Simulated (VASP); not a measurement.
All values below come from LDA (Ceperley-Alder, Perdew-Zunger), VASP's LDA PAW potentials (set 64) (plane waves; VASP).

VASP input:

**KPOINTS**
```
Automatic mesh
0
Gamma
17 17 17
0 0 0
```

File POSCAR:
```
In
1
   -1.5007886857     1.5007886857     2.3784124279
    1.5007886857    -1.5007886857     2.3784124279
    1.5007886857     1.5007886857    -2.3784124279
In
1
Direct
  0.0000000000   0.0000000000   0.0000000000
```

INCAR:
```
! general
SYSTEM  = In
PREC    = Accurate
ENCUT   = 500
LREAL   = F
LASPH   = T

! electronic loop
EDIFF   = 1E-6
NELM    = 100
ALGO    = Normal
LMAXMIX = 4

! smearing
ISMEAR  = 1
SIGMA   = 0.1

! ions
IBRION  = 2
NSW     = 40
ISIF    = 3
EDIFFG  = -0.02
PSTRESS = 100

! output
LWAVE   = F
LCHARG  = F
```

POTCAR, in this order: In_d (LDA.64 set). Program: vasp_std.

Output of the run:

### OUTCAR
```
 ion  position               nearest neighbor table
   1  0.000  0.000  0.000-
  LATTYP: Found a body centered tetragonal cell.
 ALAT       =     3.0015773714
 C/A-ratio  =     1.5847750257
 Subroutine PRICEL returns:
 Original cell was already a primitive cell.
 Subroutine GETGRP returns: Found 16 space group operations
The static configuration has the point symmetry D_4h.
The dynamic configuration has the point symmetry D_4h.
 Subroutine INISYM returns: Found 16 space group operations
 Subroutine IBZKPT returns following result:
 Found    405 irreducible k-points:

 Following reciprocal coordinates:
            Coordinates               Weight
  0.000000  0.000000  0.000000      1.000000
  0.058824 -0.000000  0.000000      8.000000
  0.117647  0.000000  0.000000      8.000000
  0.176471 -0.000000  0.000000      8.000000
  0.235294  0.000000  0.000000      8.000000
  0.294118 -0.000000  0.000000      8.000000
  0.352941  0.000000  0.000000      8.000000
  0.411765  0.000000 -0.000000      8.000000
  0.470588  0.000000  0.000000      8.000000
  0.058824  0.058824  0.000000      8.000000
  0.117647  0.058824  0.000000     16.000000
  0.176471  0.058824  0.000000     16.000000
  0.235294  0.058824  0.000000     16.000000
  0.294118  0.058824  0.000000     16.000000
  0.352941  0.058824  0.000000     16.000000
  0.411765  0.058824  0.000000     16.000000
  0.470588  0.058824  0.000000     16.000000
 -0.470588  0.058824  0.000000     16.000000
 -0.411765  0.058824 -0.000000     16.000000
 -0.352941  0.058824  0.000000     16.000000
 -0.294118  0.058824 -0.000000     16.000000
 -0.235294  0.058824  0.000000     16.000000
 -0.176471  0.058824  0.000000     16.000000
 -0.117647  0.058824 -0.000000     16.000000
...
```

OSZICAR:
```
       N       E                     dE             d eps       ncg     rms          rms(c)
DAV:   1     0.688117692358E+02    0.68812E+02   -0.64509E+03  8172   0.172E+03
DAV:   2    -0.696925112556E+00   -0.69509E+02   -0.68377E+02  8232   0.289E+02
DAV:   3    -0.313616274120E+01   -0.24392E+01   -0.24293E+01  9528   0.636E+01
DAV:   4    -0.318606645141E+01   -0.49904E-01   -0.49884E-01 10210   0.877E+00
DAV:   5    -0.318814910094E+01   -0.20826E-02   -0.20826E-02 10008   0.152E+00    0.369E+00
DAV:   6    -0.314385233075E+01    0.44297E-01   -0.70825E-02  9430   0.652E+00    0.178E+00
DAV:   7    -0.313243620095E+01    0.11416E-01   -0.20357E-02 11966   0.318E+00    0.344E-01
DAV:   8    -0.313121397299E+01    0.12222E-02   -0.10180E-03  9228   0.737E-01    0.347E-02
DAV:   9    -0.313121086224E+01    0.31107E-05   -0.16632E-05 12282   0.681E-02    0.198E-02
DAV:  10    -0.313121071082E+01    0.15142E-06   -0.45594E-07  5462   0.118E-02
   1 F= -.17937665E+01 E0= -.17936989E+01  d E =-.179377E+01
```

OUTCAR:
```
------------------------ aborting loop because EDIFF is reached ----------------------------------------
  FORCE on cell =-STRESS in cart. coord.  units (eV):
  Direction    XX          YY          ZZ          XY          YZ          ZX
  --------------------------------------------------------------------------------------
  Total        1.3286883      1.3286883      1.3453567      0.0000000      0.0000000      0.0000000
  in kB       99.3453286     99.3453286    100.5916178      0.0000000      0.0000000      0.0000000
  external PRESSURE =      -0.2392417 kB  Pullay stress =     100.0000000 kB
  volume of cell :       21.43
      direct lattice vectors                 reciprocal lattice vectors
    -1.500788686  1.500788686  2.378412428     0.000000000  0.333158162  0.210224263
     1.500788686 -1.500788686  2.378412428     0.333158162  0.000000000  0.210224263
     1.500788686  1.500788686 -2.378412428     0.333158162  0.333158162  0.000000000
 POSITION                                       TOTAL-FORCE (eV/Angst)
 -----------------------------------------------------------------------------------
      0.00000      0.00000      0.00000        -0.000000      0.000000      0.000000
 -----------------------------------------------------------------------------------
    total drift:                               -0.000000      0.000000      0.000000
  FREE ENERGIE OF THE ION-ELECTRON SYSTEM (eV)
  ---------------------------------------------------
  free  energy   TOTEN  =        -3.1312107108 eV

  energy  without entropy=       -3.1310079837  energy(sigma->0) =       -3.13114314
  enthalpy is  TOTEN    =        -1.7937665212 eV   P V=        1.3374441896

 reached required accuracy - stopping structural energy minimisation
```
(Selected blocks of OUTCAR.)

### OUTCAR
```
 val. band max:        9.8165890332   @ k =  -0.3529   0.4118   0.2353

 cond. band min:       9.8361411428   @ k =  -0.1176  -0.4118   0.1176


 Fermi energy:         9.8181733983

 k-point     1 :       0.0000    0.0000    0.0000
  band No.  band energies     occupation
      1      -5.3063      2.00000
      2      -5.0222      2.00000
      3      -5.0222      2.00000
      4      -4.9669      2.00000
      5      -4.7003      2.00000
      6      -1.3454      2.00000
      7      21.8541      0.00000
      8      22.0268      0.00000
      9      22.0268      0.00000
     10      22.3734      0.00000

 k-point     2 :       0.0588   -0.0000    0.0000
  band No.  band energies     occupation
      1      -5.2954      2.00000
      2      -5.0256      2.00000
      3      -5.0134      2.00000
      4      -4.9638      2.00000
      5      -4.7057      2.00000
      6      -1.2566      2.00000
      7      20.8062      0.00000
      8      21.8073      0.00000
      9      21.9414      0.00000
     10      22.1343      0.00000

 k-point     3 :       0.1176    0.0000    0.0000
  band No.  band energies     occupation
      1      -5.2690      2.00000
      2      -5.0414      2.00000
      3      -4.9897      2.00000
      4      -4.9453      2.00000
      5      -4.7196      2.00000
      6      -0.9872      2.00000
      7      18.6107      0.00000
      8      21.2474      0.00000
      9      21.7360      0.00000
     10      22.1097      0.00000

 k-point     4 :       0.1765   -0.0000    0.0000
  band No.  band energies     occupation
      1      -5.2430      2.00000
      2      -5.0730      2.00000
      3      -4.9606      2.00000
      4      -4.8990      2.00000
      5      -4.7334      2.00000
      6      -0.5310      2.00000
      7      16.3015      0.00000
      8      20.4681      0.00000
      9      21.4975      0.00000
     10      22.1712      0.00000

 k-point     5 :       0.2353    0.0000    0.0000
...
```

Unless said otherwise, spin-orbit coupling is left out, though it shifts the bands of the heavy elements here.

The compound is In in the bct structure. It was relaxed first under an external pressure of 10 GPa.
